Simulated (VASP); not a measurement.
Output of a VASP run:

**OSZICAR**
```
       N       E                     dE             d eps       ncg     rms          rms(c)
DAV:   1     0.906404741210E+02    0.90640E+02   -0.81995E+03   552   0.102E+03
DAV:   2    -0.301750795727E+01   -0.93658E+02   -0.90696E+02   625   0.272E+02
DAV:   3    -0.663034248073E+01   -0.36128E+01   -0.36069E+01   600   0.545E+01
DAV:   4    -0.665521620530E+01   -0.24874E-01   -0.24871E-01   610   0.451E+00
DAV:   5    -0.665557801167E+01   -0.36181E-03   -0.36181E-03   610   0.521E-01    0.857E+00
DAV:   6    -0.613043580760E+01    0.52514E+00   -0.10422E+00   734   0.142E+01    0.671E+00
DAV:   7    -0.611049434245E+01    0.19941E-01   -0.21999E-01   535   0.375E+00    0.328E+00
DAV:   8    -0.611065498198E+01   -0.16064E-03   -0.21799E-02   555   0.226E+00    0.320E-01
DAV:   9    -0.611044682795E+01    0.20815E-03   -0.29246E-03   605   0.925E-01    0.829E-02
DAV:  10    -0.611058804705E+01   -0.14122E-03   -0.29678E-04   545   0.186E-01    0.771E-02
DAV:  11    -0.611066289460E+01   -0.74848E-04   -0.11207E-04   533   0.122E-01    0.213E-02
DAV:  12    -0.611065579483E+01    0.70998E-05   -0.50694E-05   611   0.104E-01    0.877E-03
DAV:  13    -0.611065692201E+01   -0.11272E-05   -0.47740E-06   530   0.184E-02    0.530E-03
DAV:  14    -0.611065688252E+01    0.39481E-07   -0.12755E-07   315   0.320E-03
   1 F= -.61106569E+01 E0= -.61106569E+01  d E =-.611066E+01
       N       E                     dE             d eps       ncg     rms          rms(c)
DAV:   1    -0.696151757771E+01   -0.85086E+00   -0.17831E+01   555   0.595E+01    0.819E+00
DAV:   2    -0.623255761262E+01    0.72896E+00   -0.16717E+00   575   0.208E+01    0.288E+00
DAV:   3    -0.614467022380E+01    0.87887E-01   -0.21138E-01   555   0.579E+00    0.258E+00
DAV:   4    -0.613323565779E+01    0.11435E-01   -0.14089E-02   535   0.107E+00    0.622E-01
DAV:   5    -0.613240832938E+01    0.82733E-03   -0.22198E-03   605   0.667E-01    0.132E-01
DAV:   6    -0.613243679622E+01   -0.28467E-04   -0.33018E-04   530   0.223E-01    0.799E-02
DAV:   7    -0.613245312340E+01   -0.16327E-04   -0.27992E-05   560   0.433E-02    0.231E-02
DAV:   8    -0.613245200741E+01    0.11160E-05   -0.62978E-06   580   0.390E-02    0.281E-03
DAV:   9    -0.613245241368E+01   -0.40627E-06   -0.48783E-07   360   0.633E-03
   2 F= -.61324524E+01 E0= -.61324524E+01  d E =-.217955E-01
       N       E                     dE             d eps       ncg     rms          rms(c)
DAV:   1    -0.620375327007E+01   -0.71301E-01   -0.13849E+00   565   0.158E+01    0.194E+00
DAV:   2    -0.614242293382E+01    0.61330E-01   -0.15557E-01   580   0.638E+00    0.658E-01
DAV:   3    -0.613642035401E+01    0.60026E-02   -0.18147E-02   545   0.156E+00    0.554E-01
DAV:   4    -0.613595942025E+01    0.46093E-03   -0.91845E-04   525   0.353E-01    0.130E-01
DAV:   5    -0.613592170347E+01    0.37717E-04   -0.17089E-04   630   0.205E-01    0.472E-02
DAV:   6    -0.613593014475E+01   -0.84413E-05   -0.30599E-05   540   0.705E-02    0.176E-02
DAV:   7    -0.613592966722E+01    0.47753E-06   -0.22579E-06   564   0.110E-02
   3 F= -.61359297E+01 E0= -.61359297E+01  d E =-.252728E-01
```

**OUTCAR**
```
------------------------ aborting loop because EDIFF is reached ----------------------------------------
  FORCE on cell =-STRESS in cart. coord.  units (eV):
  Direction    XX          YY          ZZ          XY          YZ          ZX
  --------------------------------------------------------------------------------------
  Total        0.0112336      0.0112336      0.0112336     -0.0000000      0.0000000      0.0000000
  in kB        0.3468136      0.3468136      0.3468136     -0.0000000      0.0000000      0.0000000
  external PRESSURE =       0.3468136 kB  Pullay stress =       0.0000000 kB
  volume of cell :       51.90
      direct lattice vectors                 reciprocal lattice vectors
    -0.000000000  2.960517507  2.960517507    -0.168889391  0.168889391  0.168889391
     2.960517507  0.000000000  2.960517507     0.168889391 -0.168889391  0.168889391
     2.960517507  2.960517507  0.000000000     0.168889391  0.168889391 -0.168889391
  FREE ENERGIE OF THE ION-ELECTRON SYSTEM (eV)
  ---------------------------------------------------
  free  energy   TOTEN  =        -6.1359296672 eV

  energy  without entropy=       -6.1359296672  energy(sigma->0) =       -6.13592967

 reached required accuracy - stopping structural energy minimisation
```
(Selected blocks of OUTCAR.)

File POSCAR:
```
CdS
1
    0.0000000000     2.9100000000     2.9100000000
    2.9100000000     0.0000000000     2.9100000000
    2.9100000000     2.9100000000     0.0000000000
Cd S
1 1
Direct
  0.0000000000   0.0000000000   0.0000000000
  0.2500000000   0.2500000000   0.2500000000
```

Problem. Write an INCAR and KPOINTS that could have produced this output.

Solution. This is not unique; one that fits is the input of the run itself, PBE GGA, plane waves, VASP's PBE PAW potentials (set 64).

INCAR:
```
SYSTEM = CdS
PREC = Accurate; ENCUT = 400; LREAL = .FALSE.
LASPH = .TRUE.
EDIFF = 1E-6; NELM = 100; ALGO = Normal
LMAXMIX = 4
ISMEAR = 0; SIGMA = 0.05
GGA = PE
IBRION = 2; NSW = 60; ISIF = 3
EDIFFG = -0.01
LWAVE = .FALSE.; LCHARG = .FALSE.
```

KPOINTS:
```
kpoints
0
gamma
 7 7 7
```

POTCAR, in this order: Cd S (PBE.64 set). Program: vasp_std.

Energy and stress use the plane-wave basis of the starting cell.

The compound is CdS in the zinc blende structure, a metastable form; wurtzite is the usual one. This run relaxes it. Symmetry was kept, so distortions that lower it aren't found.
